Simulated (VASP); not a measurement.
A run of VASP 6.6.1 is set up as follows.

Contents of run.py:

```python
from ase import Atoms
from ase.calculators.vasp import Vasp
from ase.dft.bandgap import bandgap

atoms = Atoms(
    ['Cd', 'Cr', 'Mg', 'Mg', 'Mg', 'Mg', 'Mg', 'Mg'],
    cell=[[5.007285, 0.0, 0.0], [0.0, 3.135522, 5.4467055], [0.0, -3.135522, 5.4467055]],
    scaled_positions=[[0.5, 0.665948, 0.665948], [0.5, 0.167478, 0.167478], [0.0, 0.833274, 0.833274], [0.0, 0.32921, 0.32921], [0.0, 0.329458, 0.841324], [0.0, 0.841324, 0.329458], [0.5, 0.168337, 0.664967], [0.5, 0.664967, 0.168337]],
    pbc=True,
)
atoms.set_initial_magnetic_moments([0.0, 3.0, 0.0, 0.0, 0.0, 0.0, 0.0, 0.0])
calc = Vasp(
    directory='calc',
    xc='lda',
    pp='LDA',
    setups='recommended',
    prec='Accurate',
    encut=520,
    ediff=1e-06,
    ismear=0,
    sigma=0.1,
    lreal=False,
    lasph=True,
    nelm=120,
    algo='Fast',
    isif=2,
    lwave=False,
    lcharg=False,
    ispin=2,
    lorbit=11,
    lmaxmix=4,
    kpts=[6, 5, 5],
    gamma=True,
    nbands=32,
)
atoms.calc = calc

print('energy (eV):', atoms.get_potential_energy())
print('free energy (eV):', atoms.get_potential_energy(force_consistent=True))
print('forces (eV/A):')
print(atoms.get_forces())
print('stress (eV/A^3, Voigt):', atoms.get_stress())
print('Fermi level (eV):', calc.get_fermi_level())
print('moment (muB):', atoms.get_magnetic_moment())
print('site moments (muB):', atoms.get_magnetic_moments())
gap, top, bottom = bandgap(calc)
print('band gap (eV):', gap, 'from (spin, k, band)', top, 'to', bottom)
```

Potentials or basis: VASP PAW LDA potentials, release 64 (Cd, Cr_pv, Mg).

The run is started by

```sh
$ python run.py
```

**Question.** Predict the pressure.

**Answer.** -4.0 GPa.

**Question.** Estimate the net moment.

**Answer.** 4.23 μB per cell.

Stress tensor (GPa, compression positive):
```
-4.04  0.00  0.00
 0.00 -3.88  0.00
 0.00  0.00 -4.16
```
